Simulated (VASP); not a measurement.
**K3SBr: single point with PBEsol**

K3SBr:

```
Br S K
1.0
     6.40459    0.00000    0.00000
     0.00000    6.40459    0.00000
     0.00000    0.00000    6.40459
Br S K
1 1 3
Cartesian
  0.0000 0.0000 0.0000
  3.2023 3.2023 3.2023
  3.2023 3.2023 0.0000
  3.2023 0.0000 3.2023
  0.0000 3.2023 3.2023
```

The cell comes from a database or a generator and needn't be the stable form of this composition.

| Quantity | Value |
| --- | --- |
| Program | VASP 6.6.1 |
| Task | single point |
| Functional | PBEsol |
| Potentials or basis | VASP PAW PBE potentials, release 64 (Br, S, K_sv) |
| Cutoff | 520 eV |
| k mesh | 4 × 4 × 4 |
| Occupations | gaussian, width 0.05 eV |
| Spin | no spin polarisation |
| Dipole correction | no |
| Further INCAR settings | ALGO = Fast; EDIFF = 1e-06; NBANDS = 28 |

The pressure is -1.9 GPa and the band gap on the k mesh is 1.65 eV, direct.

Levels at points of the mesh, in eV from the valence-band top:
```csv
k point,band 16,band 17,band 18,band 19,band 20,band 21,band 22,band 23,band 24,band 25
"(0.00, 0.00, 0.00)",-1.39,-1.39,0.00,0.00,0.00,1.65,3.93,3.93,4.85,4.85
"(0.50, 0.00, 0.00)",-1.38,-1.38,-0.51,-0.05,-0.05,2.98,3.15,4.64,5.13,5.13
"(0.50, 0.50, 0.00)",-1.52,-1.38,-0.45,-0.45,-0.08,3.52,3.79,4.24,4.24,5.03
"(0.50, 0.50, 0.50)",-1.45,-1.45,-0.54,-0.54,-0.54,4.43,4.43,4.43,4.50,4.64
```

It took 52 s on 1 thread of Intel(R) Xeon(R) 6975P-C (Granite Rapids) (shared host), peak memory 0.33 GiB.

Caveat: the PAW data sets were made with another functional, which shifts forces and pressure a little. Expect the measured gap to be larger: semilocal functionals such as PBEsol lack the derivative discontinuity.
